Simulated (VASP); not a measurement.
Data:

```
LaB
1.0
    3.88805     0.00000     0.00000
   -1.94402     3.36715     0.00000
    0.00000     0.00000     6.80563
La B
2 2
Direct
  0.00000   0.00000   0.00000
  0.00000   0.00000   0.50000
  0.33333   0.66667   0.25000
  0.66667   0.33333   0.75000
```

All values below come from PBE GGA, VASP's PBE PAW potentials (set 64) (plane waves; VASP 6.6.1). Settings: 520 eV cut-off, 8×8×4 Γ-centred mesh, first-order Methfessel-Paxton smearing of 0.10 eV, potentials La B.

**Question.** What does the run give for the energy per atom (σ→0), band gap (on the k-mesh) with the smallest direct gap where there is one?

**Answer.** 
| Item | Value |
|---|---|
| band gap (on the k-mesh) | none (metal, semimetal or under 0.01 eV) |
| energy per atom (σ→0) | -5.207 eV/atom |

The structure was generated: LaB was put into the NiAs type type (P6_3/mmc), which need not be its known phase. It was relaxed first, which changed the volume by -26 %. The start is the result of an earlier pass.
